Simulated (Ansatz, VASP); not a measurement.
# Two plane-wave programs on KAl4Zn

```
K Al Zn
1.0
     0.00000    4.01369    4.01369
     4.01369    0.00000    4.01369
     4.01369    4.01369    0.00000
K Al Zn
1 4 1
Cartesian
  6.0205 6.0205 6.0205
  3.0119 5.0155 5.0155
  3.0119 3.0119 3.0119
  5.0155 3.0119 5.0155
  5.0155 5.0155 3.0119
  0.0000 0.0000 0.0000
```

Change from the starting cell: species swapped into the GdLuAl4 type (F-43m, No. 216).

Alike in both runs: task relaxation of cell and atoms; functional PBE; k mesh 8 × 8 × 8; occupations gaussian, width 0.1 eV; no spin polarisation.

|  | VASP | Ansatz |
| --- | --- | --- |
| version | VASP 6.6.1 | Ansatz 0.2.0 |
| potentials or method | VASP PAW PBE potentials, release 64 (K_sv, Al, Zn) | scalar-relativistic, plane waves, PAW |
| plane-wave cutoff (eV) | 600 | 420 |
| valence electrons in the cell | 33 | 33 |

|  | VASP | Ansatz | Ansatz less VASP |
| --- | --- | --- | --- |
| gap on the k mesh at the Fermi level, each at its own relaxed structure (eV) | none | none | - |
| relaxed volume (Å³/atom) | 21.55 | 21.55 | 0.000 |
| relaxed cell length with the largest relative difference (Å) | 5.676 | 5.676 | 0.0000 |

A gap of «none» marks a metal or a gap that the smearing closes.

Caveats: the relaxation stopped at its first step, so nothing moved.
